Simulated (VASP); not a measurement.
Energy against volume of FePt (L1_0). These are LDA (Ceperley-Alder, Perdew-Zunger), VASP's LDA PAW potentials (set 64) (plane waves; VASP) values and carry that method's errors. Run with 520 eV cut-off, 14×14×10 Γ-centred mesh, first-order Methfessel-Paxton smearing of 0.10 eV, potentials Fe Pt.

Shape and ions are relaxed at each volume.

```csv
V (Å³/atom),E (eV/atom)
12.621,-8.49546
13.011,-8.50527
13.402,-8.49672
13.792,-8.47286
```

### Question
Fit these four points and predict the energy of the run at 12.231 Å³/atom.

### Answer
A cubic in V^(−2/3), the third-order Birch-Murnaghan form, passes through the four points with V0 = 13.01 Å³/atom and B0 = 250 GPa, and gives -8.4637 eV/atom there. The run gave -8.4648 eV/atom, -1.1 meV/atom from the fit; all five points give B0 = 247 GPa.

The compound is FePt in the L1_0 structure. It was relaxed first, which changed the volume by -5 %.
